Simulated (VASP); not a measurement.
**What goes wrong when W (Tungsten) is relaxed with a bad input**

Some relaxations of W (Tungsten) get a fault in the input on purpose. Which of them show, and how? The starting structure is a measured crystal structure from the Crystallography Open Database. The first relaxation on each setting starts from this cell expanded by 3 % in volume.

Main program and level: VASP 6.6.1; Kohn-Sham DFT with plane waves and PAW; PBEsol.

### Step 1. Set-up

The structure is cubic, space group Im-3m (No. 229). The conventional cell has a = 3.165 Å, b = 3.165 Å, c = 3.165 Å, α = 90.00°, β = 90.00°, γ = 90.00°. Nearest to W lie 8 W at 2.74 Å.

### Step 2. Reference relaxation

This run starts from the cell of an earlier relaxation, which isn't shown; the restart sets up the plane waves anew.

INCAR

```
SYSTEM = W
PREC = Accurate
ENCUT = 450
EDIFF = 1E-06
NELM = 100
ISMEAR = 1
SIGMA = 0.15
LREAL = .FALSE.
ALGO = Normal
GGA = PS
NBANDS = 9
LASPH = .TRUE.
LORBIT = 11
LWAVE = .FALSE.
LCHARG = .FALSE.
KPAR = 8
IBRION = 2
NSW = 50
ISIF = 3
EDIFFG = -0.006
```

POSCAR

```
W
1.0
   -1.5719284799      1.5719284799      1.5719284799
    1.5719284799     -1.5719284799      1.5719284799
    1.5719284799      1.5719284799     -1.5719284799
W
1
Direct
    0.0000000000      0.0000000000      0.0000000000
```

KPOINTS

```
Automatic mesh
0
Gamma
20 20 20
0 0 0
```

Potentials, in the order of the species: W (PBE family, release 64).

Launch:

```console
$ mpirun -np 8 vasp_std
```

Output:

```text
[banner, memory and clock lines left out]
running    8 mpi-ranks, on    1 nodes
 distrk:  each k-point on    1 cores,    8 groups
 distr:  one band on    1 cores,    1 groups

 POSCAR found type information on POSCAR W
 POSCAR found :  1 types and       1 ions
|                                                                             |
|           W    W    AA    RRRRR   N    N  II  N    N   GGGG   !!!           |
|           W    W   A  A   R    R  NN   N  II  NN   N  G    G  !!!           |
|           W    W  A    A  R    R  N N  N  II  N N  N  G       !!!           |
|           W WW W  AAAAAA  RRRRR   N  N N  II  N  N N  G  GGG   !            |
|           WW  WW  A    A  R   R   N   NN  II  N   NN  G    G                |
|           W    W  A    A  R    R  N    N  II  N    N   GGGG   !!!           |
|                                                                             |
|     For optimal performance we recommend to set                             |
|       NCORE = 2 up to number-of-cores-per-socket                            |
|     NCORE specifies how many cores store one orbital (NPAR=cpu/NCORE).      |
|     This setting can greatly improve the performance of VASP for DFT.       |
|     The default, NCORE=1 might be grossly inefficient on modern             |
|     multi-core architectures or massively parallel machines. Do your        |
|     Unfortunately you need to use the default for GW and RPA                |
|     calculations (for HF NCORE is supported but not extensively tested      |
|     yet).                                                                   |
|                                                                             |

|                                                                             |
|               ----> ADVICE to this user running VASP <----                  |
|                                                                             |
|     You enforced a specific xc type in the INCAR file but a different       |
|     [... a line on the potential file left out ...]
|     I HOPE YOU KNOW WHAT YOU ARE DOING!                                     |
|                                                                             |

 LDA part: xc-table for (Slater+PW92), standard interpolation
 POSCAR, INCAR and KPOINTS ok, starting setup
 FFT: planning ... GRIDC
 FFT: planning ... GRID_SOFT
 FFT: planning ... GRID
 WAVECAR not read
 entering main loop
       N       E                     dE             d eps       ncg     rms          rms(c)
DAV:   1     0.477737125930E+01    0.47774E+01   -0.27379E+03  4640   0.507E+02
DAV:   2    -0.142484426821E+02   -0.19026E+02   -0.18106E+02  5305   0.124E+02
DAV:   3    -0.146011188653E+02   -0.35268E+00   -0.34889E+00  5416   0.134E+01
DAV:   4    -0.146020702931E+02   -0.95143E-03   -0.95139E-03  5358   0.732E-01
DAV:   5    -0.146020725739E+02   -0.22808E-05   -0.22815E-05  5377   0.303E-02    0.219E+01
DAV:   6    -0.140935250151E+02    0.50855E+00   -0.36999E-01  5014   0.389E+00    0.109E+01
DAV:   7    -0.138930179166E+02    0.20051E+00   -0.44152E-01  5260   0.412E+00    0.281E-01
DAV:   8    -0.138911126285E+02    0.19053E-02   -0.23783E-03  4982   0.367E-01    0.135E-01
DAV:   9    -0.138908641274E+02    0.24850E-03   -0.19959E-04  5474   0.642E-02    0.190E-02
DAV:  10    -0.138908649706E+02   -0.84321E-06   -0.13503E-05  5382   0.264E-02    0.197E-02
DAV:  11    -0.138908647359E+02    0.23471E-06   -0.29150E-07  2679   0.603E-03
   1 F= -.13890865E+02 E0= -.13891122E+02  d E =-.138909E+02
 curvature:   0.00 expect dE= 0.000E+00 dE for cont linesearch  0.000E+00
 trial: gam= 0.00000 g(F)=  0.440E-64 g(S)=  0.129E-05 ort = 0.000E+00 (trialstep = 0.100E+01)
 search vector abs. value=  0.129E-05
 reached required accuracy - stopping structural energy minimisation
```

It took 3.6 s on 8 MPI ranks of Intel Xeon 6975P-C (Granite Rapids), shared host; peak memory 1.1 GiB.

Lines that name or quote the potential files are left out of all logs, and their timing lines are given in words.

OUTCAR, selected parts (step 2):

```text
ion  position               nearest neighbor table
   1  0.000  0.000  0.000-

  LATTYP: Found a body centered cubic cell.
 ALAT       =     3.1438569598

 Subroutine GETGRP returns: Found 48 space group operations
 (whereof 48 operations were pure point group operations)

The static configuration has the point symmetry O_h .

 Found    256 irreducible k-points:

   k-points           NKPTS =    256   k-points in BZ     NKDIM =    256   number of bands    NBANDS=      9

   dimension x,y,z NGX =    20 NGY =   20 NGZ =   20
   dimension x,y,z NGXF=    40 NGYF=   40 NGZF=   40

   ENCUT  =  450.0 eV  33.07 Ry    5.75 a.u.   4.71  4.71  4.71*2*pi/ulx,y,z

   NELECT =       6.0000    total number of electrons

 k-points in reciprocal lattice and weights: Automatic mesh
   0.00000000  0.00000000  0.00000000       0.000
   0.05000000  0.00000000  0.00000000       0.002
   0.10000000  0.00000000  0.00000000       0.002
   0.15000000  0.00000000  0.00000000       0.002
   0.20000000  0.00000000  0.00000000       0.002
   0.25000000  0.00000000  0.00000000       0.002
   0.30000000  0.00000000  0.00000000       0.002
   0.35000000  0.00000000  0.00000000       0.002
   0.40000000  0.00000000  0.00000000       0.002
[...]
0.50000000  0.50000000  0.45000000       0.002
   0.50000000  0.50000000  0.50000000       0.000

 average (electrostatic) potential at core
       1 -37.4535

 E-fermi :   7.9374

 k-point     1 :       0.0000    0.0000    0.0000
  band No.  band energies     occupation
      1      -1.8739      2.00000
      2       6.5896      2.00000
      3       6.5896      2.00000
      4       6.5896      2.00000
      5      10.1345     -0.00000
      6      10.1346     -0.00000
      7      23.2158      0.00000
      8      23.2158      0.00000
      9      23.2158      0.00000

 k-point     2 :       0.0500    0.0000    0.0000
  band No.  band energies     occupation
      1      -1.7525      2.00000
      2       6.5139      2.00000
      3       6.5743      2.00000
      4       6.7108      2.00000
      5      10.0118     -0.00000
      6      10.1363     -0.00000
      7      23.3227      0.00000
      8      23.4276      0.00000
      9      23.5233      0.00000

 k-point     3 :       0.1000    0.0000    0.0000
  band No.  band energies     occupation
      1      -1.3985      2.00000
      2       6.3011      2.00000
      3       6.5092      2.00000
      4       7.0711      2.00000
      5       9.7304     -0.00000
      6      10.1462     -0.00000
      7      23.6005      0.00000
      8      24.0472      0.00000
      9      24.3318      0.00000

  Total        0.0029830      0.0029830      0.0029830      0.0000000      0.0000000      0.0000000
  in kB        0.3076108      0.3076108      0.3076108      0.0000000      0.0000000      0.0000000
  external PRESSURE =       0.3076108 kB  Pullay stress =       0.0000000 kB

  energy-cutoff  :      450.00
  volume of cell :       15.54
      direct lattice vectors                 reciprocal lattice vectors
    -1.571928480  1.571928480  1.571928480     0.000000000  0.318080629  0.318080629
     1.571928480 -1.571928480  1.571928480     0.318080629  0.000000000  0.318080629
     1.571928480  1.571928480 -1.571928480     0.318080629  0.318080629  0.000000000

 POSITION                                       TOTAL-FORCE (eV/Angst)
 -----------------------------------------------------------------------------------
      0.00000      0.00000      0.00000         0.000000     -0.000000      0.000000
 -----------------------------------------------------------------------------------
    total drift:                                0.000000      0.000000      0.000000

  FREE ENERGIE OF THE ION-ELECTRON SYSTEM (eV)
  ---------------------------------------------------
  free  energy   TOTEN  =       -13.8908647359 eV

  energy  without entropy=      -13.8916369503  energy(sigma->0) =      -13.89112214

 reached required accuracy - stopping structural energy minimisation

 total charge
# of ion       s       p       d       tot
------------------------------------------
    1        0.681   0.742   4.221   5.644

[... 3 further parts left out ...]
```

CONTCAR:

```
W
   1.00000000000000
    -1.5719284799000000    1.5719284799000000    1.5719284799000000
     1.5719284799000000   -1.5719284799000000    1.5719284799000000
     1.5719284799000000    1.5719284799000000   -1.5719284799000000
  W
     1
Direct
     0.0000000000000000    0.0000000000000000    0.0000000000000000
```

The PAW data sets were made with PBE, which is usual practice but a small mismatch for other functionals. The data set W keeps the semicore shell frozen, which is cheaper and a little less accurate. The run keeps the 48 symmetry operations of its start, so it cannot find a distortion of lower symmetry.

The reference relaxation ends at 15.537 Å³ an atom. Pressures at 0.985 and 1.015 times this volume, from two more relaxations that aren't shown, give a bulk modulus of 337.6 GPa.

### Step 3. Relaxation with one electron too many

A slip made on purpose: one electron too many. Against step 2 the input has NELECT = 7 (also changed: NELM).

Edit INCAR of step 2 so:

```diff
@@ -4,3 +4,3 @@
 EDIFF = 1E-06
-NELM = 100
+NELM = 60
 ISMEAR = 1
@@ -20 +20,2 @@
 EDIFFG = -0.006
+NELECT = 7
```

POSCAR

```
W
1.0
   -1.5980128011      1.5980128011      1.5980128011
    1.5980128011     -1.5980128011      1.5980128011
    1.5980128011      1.5980128011     -1.5980128011
W
1
Direct
    0.0000000000      0.0000000000      0.0000000000
```

KPOINTS is that of step 2.

Launch:

```console
$ mpirun -np 8 vasp_std
```

Output:

```text
[banner, memory and clock lines left out]
running    8 mpi-ranks, on    1 nodes
[...]
[... a notice as in an earlier step ...]

 [... a notice as in an earlier step ...]

 LDA part: xc-table for (Slater+PW92), standard interpolation
 POSCAR, INCAR and KPOINTS ok, starting setup
[...]
entering main loop
       N       E                     dE             d eps       ncg     rms          rms(c)
DAV:   1     0.199578089296E+02    0.19958E+02   -0.29637E+03  4656   0.553E+02
DAV:   2    -0.520579330088E+01   -0.25164E+02   -0.24038E+02  5405   0.152E+02
DAV:   3    -0.576331959631E+01   -0.55753E+00   -0.55089E+00  5330   0.175E+01
DAV:   4    -0.576498603316E+01   -0.16664E-02   -0.16658E-02  5318   0.105E+00
DAV:   5    -0.576498999275E+01   -0.39596E-05   -0.39597E-05  5317   0.446E-02BRMIX: very serious problems
 the old and the new charge density differ
 old charge density:     6.00000 new    7.00000
BRMIX: very serious problems
 the old and the new charge density differ
 old charge density:     6.00000 new    7.00000
[...]
DAV:   8    -0.578019701762E+01    0.57031E-02   -0.71684E-03  4878   0.681E-01    0.169E+00
DAV:   9    -0.577881977829E+01    0.13772E-02   -0.62071E-04  5305   0.180E-01    0.159E+00
DAV:  10    -0.577502927472E+01    0.37905E-02   -0.16550E-02  5208   0.880E-01    0.669E-02
DAV:  11    -0.577502738848E+01    0.18862E-05   -0.90041E-05  4933   0.819E-02    0.286E-02
DAV:  12    -0.577501138037E+01    0.16008E-04   -0.10719E-04  5291   0.778E-02    0.425E-02
DAV:  13    -0.577500909350E+01    0.22869E-05   -0.65387E-06  4825   0.177E-02    0.778E-04
DAV:  14    -0.577500909483E+01   -0.13373E-08   -0.91366E-08  2369   0.249E-03
   1 F= -.57750091E+01 E0= -.57750841E+01  d E =-.577501E+01
[... from here on, the cycles between the ionic steps are left out ...]
   2 F= -.54555526E+01 E0= -.54563146E+01  d E =0.319456E+00
   3 F= -.73997664E+01 E0= -.73999700E+01  d E =-.162476E+01
   4 F= -.74514591E+01 E0= -.74515929E+01  d E =-.167645E+01
   5 F= -.74678396E+01 E0= -.74679077E+01  d E =-.169283E+01
   6 F= -.74681001E+01 E0= -.74681759E+01  d E =-.169309E+01
   7 F= -.74681056E+01 E0= -.74681789E+01  d E =-.552323E-05
   8 F= -.74681121E+01 E0= -.74681866E+01  d E =-.120037E-04
[...]
reached required accuracy - stopping structural energy minimisation
```

Run time: 18 s. Hardware: 8 MPI ranks; peak memory 1.2 GiB.

From OUTCAR (step 3):

```text
  Total        0.0002571      0.0002571      0.0002571      0.0000000      0.0000000      0.0000000
  in kB        0.0169223      0.0169223      0.0169223      0.0000000      0.0000000      0.0000000
  external PRESSURE =       0.0169223 kB  Pullay stress =       0.0000000 kB

 POSITION                                       TOTAL-FORCE (eV/Angst)
 -----------------------------------------------------------------------------------
      0.00000      0.00000      0.00000        -0.000000      0.000000     -0.000000
 -----------------------------------------------------------------------------------
    total drift:                                0.000000     -0.000000      0.000000

  FREE ENERGIE OF THE ION-ELECTRON SYSTEM (eV)
  ---------------------------------------------------
  free  energy   TOTEN  =        -7.4681120636 eV

  energy  without entropy=       -7.4683356242  energy(sigma->0) =       -7.46818658

[... 2 parts as in an earlier step ...]

[... 2 further parts left out ...]
[key lines of the parts left out:]
E-fermi :   4.5815
```

With one electron too many the cell ends at 24.342 Å³ an atom, +56.67 % from the reference.

### Step 4. Relaxation with an ionic step far too long

A slip made on purpose: an ionic step far too long. Against step 2 the input has IBRION = 1 and POTIM = 2 (also changed: NELM and NSW).

Edit INCAR of step 3 so:

```diff
@@ -16,6 +16,6 @@
 KPAR = 8
-IBRION = 2
-NSW = 50
+IBRION = 1
+NSW = 30
 ISIF = 3
 EDIFFG = -0.006
-NELECT = 7
+POTIM = 2
```

POSCAR is that of step 3.

KPOINTS is that of step 3.

Launch:

```console
$ mpirun -np 8 vasp_std
```

Output:

```text
[... set-up lines as in an earlier step ...]
 entering main loop
       N       E                     dE             d eps       ncg     rms          rms(c)
DAV:   1     0.500281908864E+01    0.50028E+01   -0.26947E+03  4656   0.503E+02
DAV:   2    -0.142056442026E+02   -0.19208E+02   -0.18438E+02  5405   0.122E+02
DAV:   3    -0.146143135739E+02   -0.40867E+00   -0.40732E+00  5330   0.139E+01
DAV:   4    -0.146154399827E+02   -0.11264E-02   -0.11263E-02  5318   0.814E-01
[...]
DAV:   9    -0.138525788451E+02    0.44617E-03   -0.34087E-04  5344   0.801E-02    0.356E-02
DAV:  10    -0.138525788547E+02   -0.95073E-08   -0.22836E-05  5437   0.360E-02    0.228E-02
DAV:  11    -0.138525785260E+02    0.32861E-06   -0.53697E-07  2800   0.825E-03
   1 F= -.13852579E+02 E0= -.13852803E+02  d E =-.138526E+02
[...]
2 F= 0.14954817E+02 E0= 0.14955006E+02  d E =0.288074E+02
[...]
3 F= -.13883358E+02 E0= -.13883618E+02  d E =-.288382E+02
[...]
4 F= -.13889536E+02 E0= -.13889797E+02  d E =-.617813E-02
[...]
5 F= -.13890988E+02 E0= -.13891245E+02  d E =-.145119E-02
[...]
6 F= -.13890988E+02 E0= -.13891246E+02  d E =-.683371E-06
 BRION: g(F)=  0.108E-63 g(S)=  0.147E-05 retain N=  1 mean eig= 0.07
 eig:   0.070
 reached required accuracy - stopping structural energy minimisation
```

The job ended after 13 s (8 MPI ranks; peak memory 1.3 GiB; 79 s of CPU time).

OUTCAR, selected parts (step 4):

```text
  Total        0.0015930      0.0015930      0.0015930     -0.0000000     -0.0000000      0.0000000
  in kB        0.1642669      0.1642669      0.1642669     -0.0000000     -0.0000000      0.0000000
  external PRESSURE =       0.1642669 kB  Pullay stress =       0.0000000 kB

 POSITION                                       TOTAL-FORCE (eV/Angst)
 -----------------------------------------------------------------------------------
      0.00000     -0.00000      0.00000         0.000000     -0.000000      0.000000
 -----------------------------------------------------------------------------------
    total drift:                                0.000000      0.000000     -0.000000

  FREE ENERGIE OF THE ION-ELECTRON SYSTEM (eV)
  ---------------------------------------------------
  free  energy   TOTEN  =       -13.8909882232 eV

  energy  without entropy=      -13.8917601690  energy(sigma->0) =      -13.89124554

[... 2 parts as in an earlier step ...]

[... 2 further parts left out ...]
[key lines of the parts left out:]
E-fermi :   7.9365
```

With an ionic step far too long the cell ends at 15.538 Å³ an atom, +0.01 % from the reference.

(Part 1 of 2 ends here.)

[Lines on the potential files, build, host, timing and source positions are cut from VASP's logs without a mark.]

[Logs are printed without paths, hosts, clocks, repeated set-up lines and the standing remarks that a program may print on its own settings, such as how far it seeks lower states.]

[Hosts, paths, dates, database ids (printed as entryN), source tags and the programs' standing remarks are cut or masked in the printed files.]
